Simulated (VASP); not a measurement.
Data:

```
CELL_PARAMETERS angstrom
      2.87985     0.00000     0.00000
      0.00000     2.87985     0.00000
      0.00000     0.00000     2.87985
ATOMIC_POSITIONS crystal
  Al 0.50000 0.50000 0.50000
  Ni 0.00000 0.00000 0.00000
```

Level of theory: rev-vdW-DF2, VASP's PBE PAW potentials (set 64) (plane waves; VASP). Run with 520 eV cut-off, 14×14×14 Γ-centred mesh, tetrahedra with Blöchl corrections, potentials Al Ni.

Problem. What does the run give for the energy per atom (σ→0), band gap (on the k-mesh) with the smallest direct gap where there is one?

Solution. 
| Property | Result |
|---|---|
| band gap (on the k-mesh) | none (metal, semimetal or under 0.01 eV) |
| energy per atom (σ→0) | -3.562 eV/atom |

The absolute energy has meaning only against runs of the same code, potentials and settings.

The compound is NiAl in the CsCl type structure. It was relaxed first. The run is not spin-polarised, so no magnetic state was tried. The electron count is odd and the run is not spin-polarised, which forces a metal.
